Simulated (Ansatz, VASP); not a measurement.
# Cross-check of Sn (ladder Sn chain) between VASP and Ansatz, part 2 of 2

Aim: how closely do two programs agree when they are given the same cell, functional and k mesh? The structure shown is the start of the Ansatz relaxation below; VASP solves that cell, so the two are compared at the walk's first step.

VASP 6.6.1 and Ansatz 0.2.0.

So far. Step 4 (Comparison): The forces differ by 1.8 meV/Å r.m.s., which is 0.1 % of the r.m.s. force of 1.764 eV/Å (both taken over all components).

## 6. VASP: single point, LDA, start cell

Level of this step: LDA, zero-moment start; plane waves and PAW (Sn_d) (VASP).

The same cell, functional (in two slightly different forms), mesh and smearing now go to VASP, with its own data sets.

The input, INCAR:

```
SYSTEM = Sn
PREC = Accurate
ENCUT = 400
EDIFF = 1E-06
NELM = 200
ISMEAR = -1
SIGMA = 0.05
LREAL = .FALSE.
ALGO = Normal
GGA = PW92
NBANDS = 21
ISPIN = 2
MAGMOM = 0 0
LORBIT = 11
LWAVE = .FALSE.
LCHARG = .FALSE.
ISIF = 2
LASPH = .TRUE.
GGA_COMPAT = .FALSE.
KPAR = 2
```

The input, POSCAR:

```
Sn
1.0
    9.0000000000      0.0000000000      0.0000000000
    0.0000000000      7.5000000000      0.0000000000
    0.0000000000      0.0000000000      2.7202300000
Sn
2
Direct
    0.3708844444      0.5000000000      0.0000000000
    0.6291155556      0.5000000000      0.5000000000
```

The input, KPOINTS:

```
Automatic mesh
0
Gamma
1 1 30
0 0 0
```

PAW data sets: Sn_d (LDA family, release 64).

The run is started by

```
> mpirun -np 2 vasp_std
```

Numbers of over 12 decimals in the logs are rounded to 6 here.

Output:

```text
[banner, memory and clock lines left out]
running    2 mpi-ranks, on    1 nodes
[...]
|                                                                             |
|               ----> ADVICE to this user running VASP <----                  |
|                                                                             |
|     You enforced a specific xc type in the INCAR file but a different       |
|     [... a line on the potential file left out ...]
|     I HOPE YOU KNOW WHAT YOU ARE DOING!                                     |
|                                                                             |

 LDA part: xc-table for (Slater(with rela. corr.)+PW92), standard interpolation
 POSCAR, INCAR and KPOINTS ok, starting setup
[...]
entering main loop
       N       E                     dE             d eps       ncg     rms          rms(c)
DAV:   1     0.191853431388E+03    0.19185E+03   -0.12791E+04  1512   0.111E+03
DAV:   2     0.116064804094E+02   -0.18025E+03   -0.17641E+03  1400   0.289E+02
DAV:   3    -0.620707005432E+01   -0.17814E+02   -0.17628E+02  1617   0.118E+02
DAV:   4    -0.681436384496E+01   -0.60729E+00   -0.60699E+00  1477   0.241E+01
[...]
DAV:  16    -0.651991541605E+01   -0.64017E-05   -0.29210E-06  1198   0.100E-02    0.215E-03
DAV:  17    -0.651991787508E+01   -0.24590E-05   -0.11292E-06  1106   0.694E-03    0.145E-03
DAV:  18    -0.651991884125E+01   -0.96617E-06   -0.41453E-07  1013   0.487E-03
   1 F= -.65199188E+01 E0= -.65103897E+01  d E =-.190583E-01  mag=    -0.0000
```

Parts of OUTCAR (step 6):

```text
  Total        5.1278792      0.3196109      9.2276097      0.0000000      0.0000000      0.0000000
  in kB       44.7444292      2.7888349     80.5175224      0.0000000      0.0000000      0.0000000
  external PRESSURE =      42.6835955 kB  Pullay stress =       0.0000000 kB

 POSITION                                       TOTAL-FORCE (eV/Angst)
 -----------------------------------------------------------------------------------
      3.33796      3.75000      0.00000        -2.479614      0.000000      0.000000
      5.66204      3.75000      1.36011         2.479614      0.000000      0.000000
 -----------------------------------------------------------------------------------
    total drift:                                0.000000      0.000000     -0.000000

  FREE ENERGIE OF THE ION-ELECTRON SYSTEM (eV)
  ---------------------------------------------------
  free  energy   TOTEN  =        -6.5199188412 eV

  energy  without entropy=       -6.5008605036  energy(sigma->0) =       -6.51038967

 magnetization (x)
# of ion       s       p       d       tot
------------------------------------------
    1       -0.000  -0.000  -0.000  -0.000
    2       -0.000  -0.000  -0.000  -0.000
--------------------------------------------------
tot         -0.000  -0.000  -0.000  -0.000

[... 1 part as in an earlier step ...]

[... 2 further parts left out ...]
[key lines of the parts left out:]
E-fermi :  -0.5479
```

## 7. Differences

What differs besides the data sets and the points named for the pairs above, as far as they apply: VASP's log shows a relativistic correction to its local exchange, Ansatz's none. Total energies have different zeros and are not compared.

Forces (eV/Å; atoms numbered as in POSCAR):

```tsv
atom	Ansatz x, y, z	VASP x, y, z
Sn1	-2.442, 0.000, 0.000	-2.480, 0.000, 0.000
Sn2	2.442, 0.000, 0.000	2.480, 0.000, 0.000
```

The forces differ by 22 meV/Å r.m.s., which is 1.5 % of the r.m.s. force of 1.432 eV/Å (both taken over all components). Moments aren't recorded for both runs of this pair, so they may hold unlike magnetic states.

## 8. Ansatz: relaxation, RPBE

The two programs are compared at the cell with which this relaxation starts, whose forces are those of its first step.

The structure compared here is the start of the Ansatz relaxation; VASP solves that cell, so the two are compared at the walk's first step.

The input, input.yaml:

```yaml
crystal:
  lattice:
    - [9.0, 0.0, 0.0]
    - [0.0, 7.5, 0.0]
    - [0.0, 0.0, 2.72023]
  atoms:
    - { symbol: Sn, position: [0.370884444, 0.5, 0.0], spin: 0.5 }
    - { symbol: Sn, position: [0.629115556, 0.5, 0.5], spin: 0.5 }
magnetization:
  spin_polarized: true
kpoints:
  mp_grid: { grid: [1, 1, 30] }
scf:
  occupations: { method: fermi_dirac, width: 0.05 }
hamiltonian:
  xc: rpbe
relax:
  cell: { fix: [a, b, alpha, beta, gamma] }
  max_steps: 60
```

The run is started by

```
> ansatz run input.yaml --threads 4 --pin off --max-ram 8192MiB --backend cpu --events-out ev --progress --plain --runs-dir out
```

Output:

```text
[...]
Crystal: 2 atoms, lattice volume = 183.616 Å³
Basis set: ecut = 420 eV, 3635 PW (Γ), exchange–correlation on 128×108×40 points (8 copies of the dense FFT grid, shifted against one another)
Bands: 19, of which v1, the nominal top of the filled ones, is band 14 counted from 1 (13 counted from 0)
Symmetry: 8 space group operations
[...]
0.000000       0.298583       0.000000
        0.000000       0.000000       0.013228
  P = ⅓ Tr σ = -0.1040 GPa (-1.040 kbar)
--- Relaxed structure (7 steps of the walk, 7 accepted, 1 SCFs on fresh bases) ---
[...]
cell:  # Å, volume = 208.5376 Å³
    - [9.0, 0.0, 0.0]
    - [0.0, 7.5, 0.0]
    - [0.0, 0.0, 3.089446]
  atoms:
    - { symbol: Sn, position: [0.352912, 0.5, 0.0] }
    - { symbol: Sn, position: [0.647088, 0.5, 0.5] }
[key lines of the parts left out:]
SCF converged after 7 iterations
Magnetization: -0.0000 μB (14.0000 up, 14.0000 down)
Free energy (F): -12064.471914 eV
Fermi energy:    -0.159792 eV
```

## 9. VASP: single point, RPBE, start cell

The same cell, functional, mesh and smearing now go to VASP, with its own data sets.

INCAR: that of step 6 with these lines changed.

```diff
@@ -9,6 +9,6 @@
 ALGO = Normal
-GGA = PW92
+GGA = RP
 NBANDS = 21
 ISPIN = 2
-MAGMOM = 0 0
+MAGMOM = -0 -0
 LORBIT = 11
```

POSCAR is that of step 6.

KPOINTS is that of step 6.

The projector-augmented-wave data sets are Sn_d (PBE family, release 64).

The run is started by

```
> mpirun -np 2 vasp_std
```

Output:

```text
[banner, memory and clock lines left out]
running    2 mpi-ranks, on    1 nodes
[...]
[... a notice as in an earlier step ...]

 LDA part: xc-table for (Slater+PW92), standard interpolation
 POSCAR, INCAR and KPOINTS ok, starting setup
[...]
entering main loop
       N       E                     dE             d eps       ncg     rms          rms(c)
DAV:   1     0.190535325362E+03    0.19054E+03   -0.12835E+04  1512   0.112E+03
DAV:   2     0.126440963024E+02   -0.17789E+03   -0.17421E+03  1400   0.288E+02
DAV:   3    -0.447450440139E+01   -0.17119E+02   -0.16935E+02  1612   0.116E+02
DAV:   4    -0.505032230149E+01   -0.57582E+00   -0.57560E+00  1462   0.233E+01
[...]
DAV:  14    -0.478049493682E+01   -0.18461E-06   -0.36541E-05  1449   0.424E-02    0.771E-03
DAV:  15    -0.478050674116E+01   -0.11804E-04   -0.69447E-06  1234   0.231E-02    0.357E-03
DAV:  16    -0.478050770270E+01   -0.96154E-06   -0.24780E-06  1223   0.122E-02
   1 F= -.47805077E+01 E0= -.47704088E+01  d E =-.201978E-01  mag=    -0.0000
```

From OUTCAR (step 9):

```text
  Total        6.9412187      0.2876778     12.5859822      0.0000000      0.0000000      0.0000000
  in kB       60.5671182      2.5101952    109.8217341      0.0000000      0.0000000      0.0000000
  external PRESSURE =      57.6330158 kB  Pullay stress =       0.0000000 kB

 POSITION                                       TOTAL-FORCE (eV/Angst)
 -----------------------------------------------------------------------------------
      3.33796      3.75000      0.00000        -3.238143      0.000000      0.000000
      5.66204      3.75000      1.36011         3.238143      0.000000      0.000000
 -----------------------------------------------------------------------------------
    total drift:                                0.000000      0.000000     -0.000000

  FREE ENERGIE OF THE ION-ELECTRON SYSTEM (eV)
  ---------------------------------------------------
  free  energy   TOTEN  =        -4.7805077027 eV

  energy  without entropy=       -4.7603099475  energy(sigma->0) =       -4.77040883

[... 3 parts as in an earlier step ...]

[... 1 further part left out ...]
[key lines of the parts left out:]
E-fermi :  -0.1815
```

## 10. Side by side

What differs besides the data sets and the points named for the pairs above, as far as they apply: Ansatz makes its cores anew for this functional, VASP keeps those of its PBE data sets. Total energies have different zeros and are not compared.

Forces (eV/Å; atoms numbered as in POSCAR):

```tsv
atom	Ansatz x, y, z	VASP x, y, z
Sn1	-3.233, 0.000, 0.000	-3.238, 0.000, 0.000
Sn2	3.233, 0.000, 0.000	3.238, 0.000, 0.000
```

The forces differ by 2.8 meV/Å r.m.s., which is 0.2 % of the r.m.s. force of 1.870 eV/Å (both taken over all components). Moments aren't recorded for both runs of this pair, so they may hold unlike magnetic states.

## 11. Outcome

```yaml
r_m_s_force_difference_single_point_pbe_start_cell: 0.10 % of the r.m.s. force
r_m_s_force_difference_single_point_lda_start_cell: 1.5 % of the r.m.s. force
r_m_s_force_difference_single_point_rpbe_start_cell: 0.15 % of the r.m.s. force
```

**Reading.** The r.m.s. force difference is 1.5 % of the r.m.s. force (single point, LDA, start cell), within the 3 % picked in this series as the mark of a large difference. 7 further pairs of this series are not shown here. Such differences can come from data sets, numerical settings and the points named under the comparisons, not from the functional's error against experiment.

[Lines on the potential files, build, host, timing and source positions are cut from VASP's logs without a mark.]

[Logs are printed without paths, hosts, clocks, repeated set-up lines and the standing remarks that a program may print on its own settings, such as how far it seeks lower states.]

[Hosts, paths, dates, database ids (printed as entryN), source tags and the programs' standing remarks are cut or masked in the printed files.]
